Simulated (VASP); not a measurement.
## A VASP study of B2Ru (SCAN): structure first, properties next

What structure and properties does SCAN give B2Ru, and how near are they to the measured ones? The steps: relaxing cell and atoms (SCAN), density, ELF and potential (SCAN), bands along the symmetry lines (SCAN), total and projected DOS (SCAN), zone-centre phonons (SCAN) and independent-particle dielectric function (SCAN). The start is a cell from a database of measured crystal structures.

Main program and level: VASP 6.6.1; SCAN; plane waves and PAW (B, Ru_pv).

**Measured values to reproduce.**

“Possible multigap Type-I superconductivity in the layered Boride RuB2” (2017, arxiv:1709.06954) quotes from earlier work for RuB2, orthorhombic layered, puckered boron honeycomb (polycrystal, earlier reported value): lattice constant a (a, experimental column) 4.6448 Å [Experimental cell used as the starting point for relaxation; its source and temperature …]; lattice constant b (b, experimental column) 2.86515 Å [Experimental cell used as the starting point for relaxation; its source and temperature …]; lattice constant c (c, experimental column) 4.04561 Å [Experimental cell used as the starting point for relaxation; its source and temperature …].

**1. The structure**

Before any relaxation, the start is as follows. It takes space group Pmmn (No. 59, orthorhombic). The conventional cell has a = 2.865 Å, b = 4.645 Å, c = 4.045 Å, α = 90.00°, β = 90.00°, γ = 90.00°. Nearest to B lie 3 B at 1.77 to 1.90 Å and 4 Ru at 2.16 to 2.25 Å. Ru has 8 B at 2.16 to 2.25 Å nearest. Farther neighbours are not listed.

Coordinates:

```cif
data_structure
_symmetry_space_group_name_H-M 'P 1'
_symmetry_Int_Tables_number 1
_cell_length_a 2.8650
_cell_length_b 4.6450
_cell_length_c 4.0450
_cell_angle_alpha 90.000
_cell_angle_beta 90.000
_cell_angle_gamma 90.000
_cell_volume 53.83
loop_
_atom_site_label
_atom_site_type_symbol
_atom_site_fract_x
_atom_site_fract_y
_atom_site_fract_z
_atom_site_occupancy
B1 B 0.00000 0.80900 0.36100 1
B2 B 0.00000 0.19100 0.36100 1
B3 B 0.50000 0.30900 0.63900 1
B4 B 0.50000 0.69100 0.63900 1
Ru5 Ru 0.00000 0.00000 0.84920 1
Ru6 Ru 0.50000 0.50000 0.15080 1
```

**2. Relaxing cell and atoms (SCAN)**

The start need not lie at this functional's minimum. ISIF = 3 frees volume, shape and positions, and EDIFFG sets the threshold on forces and stress at which the search stops. SCAN adds the kinetic-energy density; it is numerically more delicate than r2SCAN.

INCAR reads:

```
SYSTEM = B2Ru
PREC = Accurate
ENCUT = 420
EDIFF = 1E-06
NELM = 100
ISMEAR = 0
SIGMA = 0.05
LREAL = .FALSE.
ALGO = Normal
METAGGA = SCAN
LASPH = .TRUE.
NBANDS = 26
LORBIT = 11
LWAVE = .FALSE.
LCHARG = .FALSE.
KPAR = 4
IBRION = 2
NSW = 60
ISIF = 3
EDIFFG = -0.01
```

POSCAR reads:

```
B2Ru
1.0
    2.8650000000      0.0000000000      0.0000000000
    0.0000000000      4.6450000000      0.0000000000
    0.0000000000      0.0000000000      4.0450000000
B Ru
4 2
Direct
    0.0000000000      0.8090000000      0.3610000000
    0.0000000000      0.1910000000      0.3610000000
    0.5000000000      0.3090000000      0.6390000000
    0.5000000000      0.6910000000      0.6390000000
    0.0000000000      0.0000000000      0.8492000000
    0.5000000000      0.5000000000      0.1508000000
```

KPOINTS reads:

```
Automatic mesh
0
Gamma
8 5 6
0 0 0
```

The projector-augmented-wave data sets are B and Ru_pv (PBE family, release 64).

Started as:

```
mpirun -np 4 vasp_std
```

The program printed:

```text
[banner, memory and clock lines left out]
running    4 mpi-ranks, on    1 nodes
 distrk:  each k-point on    1 cores,    4 groups
 distr:  one band on    1 cores,    1 groups

 POSCAR found type information on POSCAR B Ru
 POSCAR found :  2 types and       6 ions
|                                                                             |
|               ----> ADVICE to this user running VASP <----                  |
|                                                                             |
|     You enforced a specific xc type in the INCAR file but a different       |
|     [... a line on the potential file left out ...]
|     I HOPE YOU KNOW WHAT YOU ARE DOING!                                     |
|                                                                             |

 LDA part: xc-table for (None), standard interpolation
 POSCAR, INCAR and KPOINTS ok, starting setup
 FFT: planning ... GRIDC
 FFT: planning ... GRID_SOFT
 FFT: planning ... GRID
 WAVECAR not read
 entering main loop
       N       E                     dE             d eps       ncg     rms          rms(c)
DAV:   1     0.249103060059E+03    0.24910E+03   -0.20377E+04  3136   0.138E+03
DAV:   2    -0.104378037298E+03   -0.35348E+03   -0.34637E+03  3324   0.419E+02
DAV:   3    -0.117756052536E+03   -0.13378E+02   -0.13165E+02  3818   0.777E+01
DAV:   4    -0.117927269839E+03   -0.17122E+00   -0.17086E+00  3770   0.838E+00
DAV:   5    -0.117929757450E+03   -0.24876E-02   -0.24871E-02  3874   0.101E+00    0.418E+01
DAV:   6    -0.103003162536E+03    0.14927E+02   -0.60546E+01  3386   0.636E+01    0.101E+01
DAV:   7    -0.101122254892E+03    0.18809E+01   -0.13768E+01  3328   0.296E+01    0.529E+00
DAV:   8    -0.101249457739E+03   -0.12720E+00   -0.52082E-01  3456   0.552E+00    0.236E+00
DAV:   9    -0.101253857653E+03   -0.43999E-02   -0.81145E-02  3594   0.207E+00    0.407E-01
DAV:  10    -0.101254396019E+03   -0.53837E-03   -0.94811E-03  3784   0.773E-01    0.206E-01
DAV:  11    -0.101254348493E+03    0.47527E-04   -0.11907E-03  3492   0.284E-01    0.320E-02
DAV:  12    -0.101254331990E+03    0.16503E-04   -0.61854E-05  3896   0.535E-02    0.150E-02
DAV:  13    -0.101254324783E+03    0.72072E-05   -0.11903E-05  3464   0.252E-02    0.550E-03
DAV:  14    -0.101254325191E+03   -0.40800E-06   -0.61485E-07  1746   0.694E-03
   1 F= -.10125433E+03 E0= -.10125341E+03  d E =-.101254E+03
 curvature:   0.00 expect dE= 0.000E+00 dE for cont linesearch  0.000E+00
 trial: gam= 0.00000 g(F)=  0.705E-01 g(S)=  0.367E-01 ort = 0.000E+00 (trialstep = 0.100E+01)
 search vector abs. value=  0.107E+00
 bond charge predicted
       N       E                     dE             d eps       ncg     rms          rms(c)
DAV:   1    -0.101773232214E+03   -0.51891E+00   -0.22553E+01  3220   0.596E+01    0.804E+00
DAV:   2    -0.101347739819E+03    0.42549E+00   -0.40722E+00  3232   0.181E+01    0.262E+00
DAV:   3    -0.101247630629E+03    0.10011E+00   -0.44151E-01  3224   0.564E+00    0.708E-01
DAV:   4    -0.101246241656E+03    0.13890E-02   -0.54702E-02  3368   0.175E+00    0.278E-01
DAV:   5    -0.101247035677E+03   -0.79402E-03   -0.28420E-03  3854   0.345E-01    0.233E-01
DAV:   6    -0.101247284893E+03   -0.24922E-03   -0.10847E-03  3416   0.218E-01    0.219E-02
DAV:   7    -0.101247291603E+03   -0.67094E-05   -0.77527E-05  3706   0.635E-02    0.141E-02
DAV:   8    -0.101247294873E+03   -0.32699E-05   -0.75103E-06  3606   0.203E-02    0.506E-03
DAV:   9    -0.101247295501E+03   -0.62790E-06   -0.51162E-07  1674   0.679E-03
   2 F= -.10124730E+03 E0= -.10124631E+03  d E =0.702969E-02
[... from here on, the cycles between the ionic steps are left out ...]
   3 F= -.10128005E+03 E0= -.10127907E+03  d E =-.257238E-01
   4 F= -.10128449E+03 E0= -.10128365E+03  d E =-.444110E-02
   5 F= -.10128496E+03 E0= -.10128410E+03  d E =-.491149E-02
   6 F= -.10128668E+03 E0= -.10128578E+03  d E =-.172343E-02
   7 F= -.10128714E+03 E0= -.10128632E+03  d E =-.218429E-02
   8 F= -.10128719E+03 E0= -.10128637E+03  d E =-.438256E-04
   9 F= -.10128720E+03 E0= -.10128638E+03  d E =-.517563E-04
 curvature:  -0.36 expect dE=-0.205E-04 dE for cont linesearch -0.486E-06
 ZBRENT: interpolating
 opt :   0.7555  next Energy=  -101.287197 (dE=-0.525E-04)
 bond charge predicted
       N       E                     dE             d eps       ncg     rms          rms(c)
DAV:   1    -0.101287202758E+03   -0.63618E-05   -0.13443E-04  3178   0.105E-01    0.223E-02
DAV:   2    -0.101287198380E+03    0.43773E-05   -0.31095E-05  3210   0.490E-02    0.741E-03
DAV:   3    -0.101287197248E+03    0.11325E-05   -0.41047E-06  2722   0.167E-02    0.214E-03
DAV:   4    -0.101287197139E+03    0.10855E-06   -0.40787E-07  1566   0.479E-03
  10 F= -.10128720E+03 E0= -.10128638E+03  d E =-.523849E-04
 curvature:  -0.53 expect dE=-0.230E-04 dE for cont linesearch -0.281E-06
 trial: gam= 0.17220 g(F)=  0.180E-04 g(S)=  0.251E-04 ort = 0.106E-04 (trialstep = 0.947E+00)
 search vector abs. value=  0.530E-04
 reached required accuracy - stopping structural energy minimisation
```

Wall time 3 min (4 MPI ranks of Intel Xeon 6975P-C (Granite Rapids), shared host); peak memory 0.73 GiB.

Lines that name or quote the potential files are left out of all logs, and their timing lines are given in words.

Parts of OUTCAR (step 2):

```text
ion  position               nearest neighbor table
   1  0.000  0.809  0.361-   2 1.77   4 1.90   4 1.90   5 2.16   6 2.20   6 2.20   5 2.25
   2  0.000  0.191  0.361-   1 1.77   3 1.90   3 1.90   5 2.16   6 2.20   6 2.20   5 2.25
   3  0.500  0.309  0.639-   4 1.77   2 1.90   2 1.90   6 2.16   5 2.20   5 2.20   6 2.25
   4  0.500  0.691  0.639-   3 1.77   1 1.90   1 1.90   6 2.16   5 2.20   5 2.20   6 2.25
   5  0.000  0.000  0.849-   1 2.16   2 2.16   3 2.20   4 2.20   3 2.20   4 2.20   1 2.25   2 2.25
                             6 2.99   6 2.99   6 2.99   6 2.99
   6  0.500  0.500  0.151-   3 2.16   4 2.16   1 2.20   2 2.20   1 2.20   2 2.20   3 2.25   4 2.25
                             5 2.99   5 2.99   5 2.99   5 2.99

  LATTYP: Found a simple orthorhombic cell.
 ALAT       =     2.8650000000
 B/A-ratio  =     1.4118673647
 C/A-ratio  =     1.6212914485

 Subroutine GETGRP returns: Found  8 space group operations
 (whereof  4 operations were pure point group operations)

The static configuration has the point symmetry C_2v.
 The point group associated with its full space group is D_2h.

 Found     60 irreducible k-points:

   k-points           NKPTS =     60   k-points in BZ     NKDIM =     60   number of bands    NBANDS=     26

   dimension x,y,z NGX =    20 NGY =   32 NGZ =   28
   dimension x,y,z NGXF=    40 NGYF=   64 NGZF=   56

   ENCUT  =  420.0 eV  30.87 Ry    5.56 a.u.   4.79  7.76  6.76*2*pi/ulx,y,z

   NELECT =      40.0000    total number of electrons

 k-points in reciprocal lattice and weights: Automatic mesh
   0.00000000  0.00000000  0.00000000       0.004
   0.12500000  0.00000000  0.00000000       0.008
   0.25000000  0.00000000  0.00000000       0.008
   0.37500000  0.00000000  0.00000000       0.008
   0.50000000  0.00000000  0.00000000       0.004
   0.00000000  0.20000000  0.00000000       0.008
   0.12500000  0.20000000  0.00000000       0.017
   0.25000000  0.20000000  0.00000000       0.017
   0.37500000  0.20000000  0.00000000       0.017
[...]
0.37500000  0.40000000  0.50000000       0.017
   0.50000000  0.40000000  0.50000000       0.008

 average (electrostatic) potential at core
       1 -23.8726       2 -23.8726       3 -23.8726       4 -23.8726       5 -75.0348
       6 -75.0348

 E-fermi :  10.7326

 k-point     1 :       0.0000    0.0000    0.0000
  band No.  band energies     occupation
    ...
     17       7.5202      2.00000
     18       8.3076      2.00000
     19       8.6814      2.00000
     20       9.4217      2.00000
     21      10.6924      1.74440
     22      12.6066      0.00000
     23      14.9748      0.00000
     24      15.0985      0.00000
     25      15.2063      0.00000
     26      15.9446      0.00000

 k-point     2 :       0.1250    0.0000    0.0000
  band No.  band energies     occupation
    ...
     16       6.6338      2.00000
     17       7.1592      2.00000
     18       8.1958      2.00000
     19       8.7188      2.00000
     20       9.8952      2.00000
     21      10.8864      0.00001
     22      12.5410      0.00000
     23      14.4913      0.00000
     24      14.9010      0.00000
     25      15.5484      0.00000
    ...

 k-point     3 :       0.2500    0.0000    0.0000
  band No.  band energies     occupation
    ...
     15       5.8159      2.00000
     16       5.9882      2.00000
     17       6.9771      2.00000
     18       7.8099      2.00000
     19       9.1820      2.00000
     20      10.8259      0.00837
     21      11.3499      0.00000
     22      12.2950      0.00000
     23      13.7066      0.00000
     24      14.4915      0.00000
    ...

  Total       -0.0368499     -0.0289300     -0.0303476      0.0000000      0.0000000      0.0000000
  in kB       -1.1069790     -0.8690624     -0.9116469      0.0000000      0.0000000      0.0000000
  external PRESSURE =      -0.9625628 kB  Pullay stress =       0.0000000 kB

  energy-cutoff  :      420.00
  volume of cell :       53.33
      direct lattice vectors                 reciprocal lattice vectors
     2.866218405  0.000000000  0.000000000     0.348891766  0.000000000  0.000000000
     0.000000000  4.621233044  0.000000000     0.000000000  0.216392463  0.000000000
     0.000000000  0.000000000  4.026620935     0.000000000  0.000000000  0.248347191

 POSITION                                       TOTAL-FORCE (eV/Angst)
 -----------------------------------------------------------------------------------
      0.00000      3.71354      1.45941         0.000000      0.001111      0.009046
      0.00000      0.90770      1.45941         0.000000     -0.001111      0.009046
      1.43311      1.40292      2.56721        -0.000000      0.001111     -0.009046
      1.43311      3.21831      2.56721        -0.000000     -0.001111     -0.009046
      2.86622      4.62123      3.41148         0.000000      0.000000     -0.004548
      1.43311      2.31062      0.61514         0.000000      0.000000      0.004548
 -----------------------------------------------------------------------------------
    total drift:                               -0.000000      0.000000      0.000000

  FREE ENERGIE OF THE ION-ELECTRON SYSTEM (eV)
  ---------------------------------------------------
  free  energy   TOTEN  =      -101.2871971393 eV

  energy  without entropy=     -101.2855592721  energy(sigma->0) =     -101.28637821

 reached required accuracy - stopping structural energy minimisation

 total charge
# of ion       s       p       d       tot
------------------------------------------
    1        0.695   1.199   0.000   1.894
    2        0.695   1.199   0.000   1.894
    3        0.695   1.199   0.000   1.894
    4        0.695   1.199   0.000   1.894
    5        0.376   6.420   6.140  12.936
    6        0.376   6.420   6.140  12.936
--------------------------------------------------
tot          3.532  17.637  12.280  33.448

[... 3 further parts left out ...]
```

CONTCAR:

```
B2Ru
   1.00000000000000
     2.8662184053494215    0.0000000000000000    0.0000000000000000
     0.0000000000000000    4.6212330435822846    0.0000000000000000
     0.0000000000000000    0.0000000000000000    4.0266209349103228
  B               Ru
     4     2
Direct
     0.0000000000000000    0.8035815410223435    0.3624403513986102
     0.0000000000000000    0.1964184589776564    0.3624403513986102
     0.5000000000000000    0.3035815410223436    0.6375596486013898
     0.5000000000000000    0.6964184589776565    0.6375596486013898
     1.0000000000000000    1.0000000000000000    0.8472324050725576
     0.5000000000000000    0.5000000000000000    0.1527675949274423
```

The k-mesh is coarse for a metal. The PAW data sets were made with PBE, which is usual practice but a small mismatch for other functionals. The run keeps the 8 symmetry operations of its start, so it cannot find a distortion of lower symmetry.

Step by step:

```csv
step,energy less that of the first step (eV),largest force (eV/Å),pressure (GPa),volume (Å³)
1,0.0000,0.5618,-3.61,53.83
2,0.0070,0.8063,7.66,52.27
3,-0.0257,0.2051,1.43,53.09
4,-0.0302,0.0655,-0.75,53.43
5,-0.0306,0.0672,-0.24,53.35
6,-0.0324,0.0277,-0.05,53.32
7,-0.0328,0.0244,0.12,53.30
8,-0.0329,0.0054,-0.20,53.35
9,-0.0329,0.0110,-0.11,53.33
10,-0.0329,0.0091,-0.10,53.33
```

```csv
"conventional cell, symmetrised",before,after,change
a (Å),2.865,2.866,+0.0 %
b (Å),4.645,4.621,-0.5 %
c (Å),4.045,4.027,-0.5 %
volume (Å³/atom),8.97,8.89,-0.9 %
```

The atoms that moved most (Å, as changes of fractional coordinates times the final cell):

```csv
atom,dx,dy,dz,length
B4,0.000,0.025,-0.006,0.026
B3,0.000,-0.025,-0.006,0.026
B1,0.000,-0.025,0.006,0.026
B2,0.000,0.025,0.006,0.026
Ru6,0.000,0.000,0.008,0.008
Ru5,0.000,0.000,-0.008,0.008
```

The relaxed structure:

```xyz
6
Lattice="2.8662 0.0000 0.0000 0.0000 4.6212 0.0000 0.0000 0.0000 4.0266" Properties=species:S:1:pos:R:3 pbc="T T T"
B     0.0000    3.7135    1.4594
B     0.0000    0.9077    1.4594
B     1.4331    1.4029    2.5672
B     1.4331    3.2183    2.5672
Ru    0.0000    0.0000    3.4115
Ru    1.4331    2.3106    0.6151
```

Numbers from this step:

- electrons: 40
- bands: 26
- irreducible k-points: 60
- symmetry operations: 8
- free energy (TOTEN): -101.2872 eV
- energy at zero smearing: -101.2864 eV
- Fermi energy: 10.73 eV
- pressure: -0.09626 GPa
- metallic: yes
- SCF cycles over all ionic steps: 79

It ends with a largest force of 0.009 eV/Å and a pressure of -0.10 GPa. The volume lies -0.9 % from that of the database's start, which holds the thermal and zero-point expansion of its experiment.

(Continued in part 2 of 5.)

[Lines on the potential files, build, host, timing and source positions are cut from VASP's logs without a mark.]

[Logs are printed without paths, hosts, clocks, repeated set-up lines and the standing remarks that a program may print on its own settings, such as how far it seeks lower states.]

[Hosts, paths, dates, database ids (printed as entryN), source tags and the programs' standing remarks are cut or masked in the printed files.]

[Measured values are set beside computed ones only where the two were judged alike; some that the calculation misses by far are left out.]
